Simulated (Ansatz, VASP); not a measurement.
# Cross-check of TiInPt (TiInPt in the AlB2 type) between VASP and Ansatz, part 2 of 2

Aim: how closely do two programs agree when they are given the same cell, functional and k mesh? The cell is generated by rule, not measured, and may not be a known phase. The cell is taken from a series of runs on this material, whose earlier steps may have relaxed, scaled, displaced or heated it; both programs get it as it stands.

VASP 6.6.1 and Ansatz 0.2.0.

So far: The starting structure; VASP: relaxation of cell and atoms, PBE; Ansatz: relaxation of cell and atoms, PBE; Comparison.

The structure was built from a prototype and need not be the compound's stable phase.

## Step 5: Ansatz: zone-centre phonons, PBE

Level of this step: Ansatz beside VASP: Kohn-Sham DFT, plane waves, PBE (Ansatz).

Second derivatives magnify differences that forces hide, and they need a tight electronic threshold.

The cell is taken from a series of runs on this material, whose earlier steps may have relaxed, scaled, displaced or heated it; both programs get it as it stands.

input.yaml reads:

```yaml
crystal:
  lattice:
    - [4.6172870642, 0.0, 0.0]
    - [-2.3086435321, 3.9986878942, 0.0]
    - [0.0, 0.0, 2.8760738669]
  atoms:
    - { symbol: Ti, position: [0.0, 0.0, 0.0] }
    - { symbol: In, position: [0.3333333333, 0.6666666667, 0.5] }
    - { symbol: Pt, position: [0.6666666667, 0.3333333333, 0.5] }
kpoints:
  mp_grid: { grid: [4, 4, 6] }
hamiltonian:
  xc: pbe
  pseudopotentials: { kind: paw, azcp: { folder: soft_1 } }
scf:
  occupations: { method: methfessel_paxton, width: 0.2 }
output:
  eigenvalues: true
phonons:
  method: dfpt
  qmesh: [2, 2, 2]
  temperatures: { t_max: 1000, t_step: 50 }
  qpath:
    path:
      - [[0.0, 0.0, 0.0], [0.5, 0.0, 0.0], [0.33333333, 0.33333333, 0.0], [0.0, 0.0, 0.0], [0.0, 0.0, 0.5], [0.5, 0.0, 0.5], [0.33333333, 0.33333333, 0.5], [0.0, 0.0, 0.5]]
      - [[0.5, 0.0, 0.5], [0.5, 0.0, 0.0]]
      - [[0.33333333, 0.33333333, 0.5], [0.33333333, 0.33333333, 0.0]]
    npoints: 10
```

Command:

```
$ ansatz run input.yaml --threads 4 --pin off --max-ram 12288MiB --backend cpu --events-out ev --progress --plain --runs-dir out
```

Numbers of over 12 decimals in the logs are rounded to 6 here.

Output:

```text
[...]
Crystal: 3 atoms, lattice volume = 53.101 Å³
Basis set: ecut = 420 eV, 1023 PW (Γ), exchange–correlation on 64×64×40 points (8 copies of the dense FFT grid, shifted against one another)
Bands: 26, of which v1, the nominal top of the filled ones, is band 22 counted from 1 (21 counted from 0)
Symmetry: 12 space group operations
k-points: 16 of 96 (time reversal used)
[...]
largest difference from the sums on the solved wave vectors: F 6.27e-2 eV, S 9.50e-5 and C_V 3.23e-5 eV/K
  zero-point energy: 0.074970 eV/cell   skipped modes (ω ≤ 0): 3   left out of the sums: 5.92e-5 of the cell's modes: C_V's classical limit lies that fraction below 3 k_B per atom; for a crystal, a wire or a layer, F and S can be off by more, and a phonons.interpolated_qmesh denser along its periods is the remedy for the sampling
[key lines of the parts left out:]
SCF converged after 13 iterations
Free energy (F): -20623.621573 eV
Fermi energy:    16.406202 eV
```

## Step 6: VASP: zone-centre phonons, PBE

The same cell, functional, mesh and smearing now go to VASP, with its own data sets.

INCAR reads:

```
SYSTEM = TiInPt
PREC = Accurate
ENCUT = 500
EDIFF = 1E-08
NELM = 120
ISMEAR = 1
SIGMA = 0.2
LREAL = .FALSE.
ALGO = Normal
GGA = PE
NBANDS = 23
LASPH = .TRUE.
LORBIT = 11
LWAVE = .FALSE.
LCHARG = .FALSE.
ISIF = 2
IBRION = 8
GGA_COMPAT = .FALSE.
KPAR = 2
```

POSCAR reads:

```
TiInPt
1.0
    4.6172870642      0.0000000000      0.0000000000
   -2.3086435321      3.9986878942      0.0000000000
    0.0000000000      0.0000000000      2.8760738669
Ti In Pt
1 1 1
Direct
    0.0000000000      0.0000000000      0.0000000000
    0.3333333333      0.6666666667      0.5000000000
    0.6666666667      0.3333333333      0.5000000000
```

KPOINTS reads:

```
Automatic mesh
0
Gamma
4 4 6
0 0 0
```

PAW data sets: Ti_sv, In_d and Pt (PBE family, release 64).

Command:

```
$ mpirun -np 2 vasp_std
```

Output:

```text
[... set-up lines as in an earlier step ...]
 entering main loop
       N       E                     dE             d eps       ncg     rms          rms(c)
DAV:   1     0.335452562020E+03    0.33545E+03   -0.16813E+04   736   0.192E+03
DAV:   2     0.767294974750E+01   -0.32778E+03   -0.31740E+03   764   0.480E+02
DAV:   3    -0.190152966352E+02   -0.26688E+02   -0.25874E+02  1048   0.141E+02
DAV:   4    -0.199758717832E+02   -0.96058E+00   -0.95850E+00   920   0.236E+01
[...]
DAV:  16    -0.178142747675E+02    0.48978E-07   -0.30975E-08   770   0.152E-03    0.400E-04
DAV:  17    -0.178142747920E+02   -0.24412E-07   -0.82570E-09   445   0.881E-04    0.117E-04
DAV:  18    -0.178142747931E+02   -0.11055E-08   -0.15178E-09   403   0.488E-04
   1 F= -.17814275E+02 E0= -.17813425E+02  d E =-.254918E-02
 Linear response reoptimize wavefunctions to high precision
DAV:   1    -0.178142747944E+02   -0.13079E-08   -0.47377E-10   403   0.252E-04
DAV:   2    -0.178142747944E+02   -0.10914E-10   -0.20253E-10   403   0.157E-04
 Linear response DOF=           6
 Linear response progress:
[...]
RMM:  23    -0.263951217821E+00   -0.14027E-06   -0.28284E-07  4309   0.106E-04    0.160E-04
RMM:  24    -0.263951272029E+00   -0.54209E-07   -0.14689E-07  4454   0.691E-05    0.158E-04
RMM:  25    -0.263951338264E+00   -0.66234E-07   -0.17319E-07  4374   0.553E-05    0.148E-04
 first order change of Fermi-energy   0.32507E-03
 force on displaced ion       3 direction 1 :  -9.974   0.004   0.000
 Linear response progress:
  Degree of freedom:   6/  6
       N       E                     dE             d eps       ncg     rms          rms(c)
RMM:   1    -0.237141198364E+00   -0.23714E+00   -0.24071E-01  1583   0.222E+00
RMM:   2    -0.235946604969E+00    0.11946E-02   -0.32090E-02  1768   0.768E-01    0.122E-01
RMM:   3    -0.235184150723E+00    0.76245E-03   -0.23173E-03  1698   0.293E-01    0.764E-02
RMM:   4    -0.234630404608E+00    0.55375E-03   -0.11067E-03  1667   0.183E-01    0.154E-02
[...]
RMM:  16    -0.234741211341E+00    0.10018E-06    0.64464E-08  1848   0.498E-04    0.209E-05
RMM:  17    -0.234741165700E+00    0.45641E-07   -0.14956E-07  1940   0.341E-04    0.150E-05
RMM:  18    -0.234741161847E+00    0.38531E-08    0.29676E-08  1974   0.240E-04    0.562E-06
 first order change of Fermi-energy  -0.43086E-03
 force on displaced ion       3 direction 3 :  -0.000   0.000  -0.885
 Linear response finished
```

From OUTCAR (step 6):

```text
  Total        0.0856738      0.0856738     -0.1463171      0.0000000      0.0000000      0.0000000
  in kB        2.5849617      2.5849617     -4.4147002      0.0000000      0.0000000      0.0000000
  external PRESSURE =       0.2517411 kB  Pullay stress =       0.0000000 kB

 POSITION                                       TOTAL-FORCE (eV/Angst)
 -----------------------------------------------------------------------------------
      0.00000      0.00000      0.00000         0.000000     -0.000000      0.000000
     -0.00000      2.66579      1.43804        -0.000000     -0.000000      0.000000
      2.30864      1.33290      1.43804        -0.000000      0.000000      0.000000
 -----------------------------------------------------------------------------------
    total drift:                               -0.000001      0.000000     -0.000000

[... 2 further parts left out ...]
```

## Step 7: Differences

What differs besides the data sets and the points named for the pairs above, as far as they apply: VASP's run holds the zone centre alone; the data sets hold 43 valence electrons in Ansatz (on its PAW soft_1 files) and 35 in VASP. Total energies have different zeros and are not compared.

Compared:

```csv
quantity,Ansatz,VASP,difference
optical mode 1 (cm⁻¹),44.2,44.2,+0.1
optical mode 2 (cm⁻¹),143.3,143.9,-0.41 %
optical mode 3 to 4 (cm⁻¹),165.0,164.8,+0.09 %
optical mode 5 to 6 (cm⁻¹),211.9,212.2,-0.13 %
```

Modes are paired by rising frequency, not by their patterns, so a pair may set unlike modes beside each other; they are those without the splitting of longitudinal modes.

## Step 8: Summary of results

| Quantity | Value |
| --- | --- |
| difference in volume (relaxation of cell and atoms, PBE) | 0.026 % |
| r.m.s. difference of the optical zone-centre modes, each program's sorted by frequency (zone-centre phonons, PBE) | 0.30 cm⁻¹ |

In words: The difference in volume is 0.026 % (relaxation of cell and atoms, PBE), within the 1.2 % picked in this series as the mark of a large difference, as far as the stopping tolerances let one tell. The data sets hold unlike numbers of valence electrons (43 in Ansatz and 35 in VASP), so part of the differences comes from the potentials. How closely two codes agree says nothing of how well the functional describes the real material.

[Lines on the potential files, build, host, timing and source positions are cut from VASP's logs without a mark.]

[Logs are printed without paths, hosts, clocks, repeated set-up lines and the standing remarks that a program may print on its own settings, such as how far it seeks lower states.]

[Hosts, paths, dates, database ids (printed as entryN), source tags and the programs' standing remarks are cut or masked in the printed files.]
